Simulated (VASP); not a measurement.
Data:

```yaml
crystal:
  lattice:
    - [0.00000, 3.58365, 3.58365]
    - [3.58365, 0.00000, 3.58365]
    - [3.58365, 3.58365, 0.00000]
  atoms:
    - { symbol: Ca, position: [0.75000, 0.75000, 0.75000] }
    - { symbol: Ca, position: [0.25000, 0.25000, 0.25000] }
    - { symbol: Si, position: [0.00000, 0.00000, 0.00000] }
```

The numbers are results of r2SCAN meta-GGA, VASP's PBE PAW potentials (set 64) (plane waves; VASP), not measurements. Settings: 400 eV cut-off, 12×12×12 Γ-centred mesh, Gaussian smearing of 0.010 eV, potentials Ca_sv Si.

Problem. Predict the energy per atom (σ→0).

Solution. 
```
Quantity                        Value
---------------------  --------------
energy per atom (σ→0)  -8.150 eV/atom
```

Only differences to runs with the same potentials and settings are physical.

The structure comes from a computed database's Ca2Si entry (Fm-3m); how it stands against other phases isn't given here. It was relaxed first.
